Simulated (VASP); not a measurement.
A VASP calculation is set up with these files.

### INCAR
```
SYSTEM = CoSi2
PREC = Accurate
ENCUT = 520
EDIFF = 1E-7
NELM = 100
ALGO = Normal
LREAL = .FALSE.
LASPH = .TRUE.
ISMEAR = 1
SIGMA = 0.1
GGA = PE
IVDW = 13
LMAXMIX = 4
LWAVE = .FALSE.
LCHARG = .FALSE.
ISIF = 2
```

### POSCAR
```
CoSi2
1
    0.0000000000     2.7044011788     2.7044011788
    2.7044011788     0.0000000000     2.7044011788
    2.7044011788     2.7044011788     0.0000000000
Co Si
1 2
Direct
  0.0000000000   0.0000000000   0.0000000000
  0.2500000000   0.2500000000   0.2500000000
  0.7500000000   0.7500000000   0.7500000000
```

File KPOINTS:
```
Automatic mesh
0
Gamma
10 10 10
0 0 0
```

POTCAR, in this order: Co Si (PBE.64 set). Program: vasp_std.

Task: Write an equivalent input for Ansatz.

Result: One equivalent input (not run):
Ansatz 0.2 input:
```yaml
crystal:
  lattice:
    - [0.0000000, 2.7044012, 2.7044012]
    - [2.7044012, 0.0000000, 2.7044012]
    - [2.7044012, 2.7044012, 0.0000000]
  atoms:
    - { symbol: Co, position: [0.0000000, 0.0000000, 0.0000000] }
    - { symbol: Si, position: [0.2500000, 0.2500000, 0.2500000] }
    - { symbol: Si, position: [0.7500000, 0.7500000, 0.7500000] }
kpoints:
  mp_grid: { grid: [10, 10, 10] }
hamiltonian:
  xc: pbe
  dispersion: d4
  pseudopotentials: { kind: paw }
scf:
  occupations: { method: methfessel_paxton, width: 0.1 }
  max_iter: 100
output: { forces: true, stress: true, eigenvalues: true }
```
The two are equivalent in intent, not identical: each code has its own PAW files, so the cut-off isn't converted (ENCUT is set for VASP's; basis.ecutwfc is left out, and Ansatz then takes the one that its files recommend); Ansatz stops its SCF on the density residual and VASP on the energy change (EDIFF).

The compound is CoSi2 in the fluorite structure. This cell is one point of a volume scan, at 1.06 of the reference volume.
